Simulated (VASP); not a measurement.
```
CELL_PARAMETERS angstrom
      2.97495     0.00000     0.00000
      0.00000     2.97495     0.00000
      0.00000     0.00000     2.97495
ATOMIC_POSITIONS crystal
  Al 0.50000 0.50000 0.50000
  Ru 0.00000 0.00000 0.00000
```

Computed with PBEsol GGA, VASP's PBE PAW potentials (set 64) (plane waves; VASP). Numerical set-up: 480 eV cut-off, 12×12×12 Γ-centred mesh, first-order Methfessel-Paxton smearing of 0.10 eV, potentials Al Ru_pv.

Task: Predict the energy per atom (σ→0), band gap (on the k-mesh) with the smallest direct gap where there is one.

Result: 
```json
{
  "band gap (on the k-mesh)": "none (metal, semimetal or under 0.01 eV)",
  "energy per atom (σ→0)": "-7.763 eV/atom"
}
```

The absolute energy has meaning only against runs of the same code, potentials and settings.

The compound is RuAl in the CsCl type structure. It was relaxed first. The electron count is odd and the run is not spin-polarised, which forces a metal.
